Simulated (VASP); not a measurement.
An input for Ansatz (written as the equivalent of a VASP run, and not itself run):

Ansatz 0.2 input:
```yaml
crystal:
  lattice:
    - [3.9168000, 0.0000000, 0.0000000]
    - [0.0000000, 3.9168000, 0.0000000]
    - [0.0000000, 0.0000000, 3.9168000]
  atoms:
    - { symbol: Tl, position: [0.0000000, 0.0000000, 0.0000000] }
    - { symbol: Cl, position: [0.5000000, 0.5000000, 0.5000000] }
kpoints:
  mp_grid: { grid: [6, 6, 6] }
hamiltonian:
  xc: pbe
  pseudopotentials: { kind: paw }
magnetization: { noncollinear: true, spin_orbit: true }
scf:
  occupations: { method: gaussian, width: 0.05 }
  max_iter: 100
output: { forces: true, stress: true, eigenvalues: true }
```

### Question
Translate this input to VASP (INCAR, KPOINTS, POSCAR, choice of POTCAR).

### Answer
One answer among several that fit: 
**POSCAR**
```
TlCl
1
    3.9168000000     0.0000000000     0.0000000000
    0.0000000000     3.9168000000     0.0000000000
    0.0000000000     0.0000000000     3.9168000000
Tl Cl
1 1
Direct
  0.0000000000   0.0000000000   0.0000000000
  0.5000000000   0.5000000000   0.5000000000
```

INCAR:
```
LSORBIT = T
ENCUT = 400   # plane-wave cut-off (eV)
EDIFF = 1E-6   # SCF stop (eV)
PREC = Accurate
SYSTEM = TlCl
LREAL = F   # projection in real space or not
LWAVE = F
GGA_COMPAT = F
LMAXMIX = 4
NELM = 100   # most electronic steps
LCHARG = F
SIGMA = 0.05
GGA = PE   # PBE
ISIF = 2
MAGMOM = 0 0 0 0 0 0
ISMEAR = 0   # Gaussian
ALGO = Normal
LASPH = T   # aspherical one-centre terms
```

### KPOINTS
```
kpoints
0
gamma
6 6 6
0 0 0
```

POTCAR, in this order: Tl_d Cl (PBE.64 set). Program: vasp_ncl.

The two are equivalent in intent, not identical: each code has its own PAW files, so the cut-off isn't converted (ENCUT is set for VASP's; basis.ecutwfc is left out, and Ansatz then takes the one that its files recommend); Ansatz stops its SCF on the density residual and VASP on the energy change (EDIFF).

The compound is TlCl in the CsCl type structure. The cell was not relaxed at this level. The run is one of a series of settings (GGA_COMPAT = .FALSE., LSORBIT = .TRUE., MAGMOM = 0 0 0 0 0 0, program vasp_ncl against the base run), some of them coarse on purpose.
